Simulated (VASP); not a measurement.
A cell of W (bcc) near equilibrium:

```
W
1.0
   -1.58632     1.58632     1.58632
    1.58632    -1.58632     1.58632
    1.58632     1.58632    -1.58632
W
1
Direct
  0.00000   0.00000   0.00000
```

Calculation: r2SCAN meta-GGA, VASP's PBE PAW potentials (set 64) (plane waves; VASP).

```csv
run,ΔE (meV/atom),σxx,σyy,σzz,"largest shear component, with its sign (GPa)",largest force (eV/Å)
as it is,0.0,0.07,0.07,0.07,0.00,0.000
after one change,106.3,-12.98,-25.06,-25.06,0.00,0.000
```
Stress is in GPa, positive when the cell is compressed.

Task: What was changed between the two runs?
A) biaxial strain of +2.0 % in the yz plane
B) biaxial strain of +4.0 % in the yz plane
C) biaxial strain of -0.5 % in the yz plane
D) biaxial strain of +2.0 % in the xz plane

Result: B, biaxial strain of +4.0 % in the yz plane

The compound is W in the bcc structure.
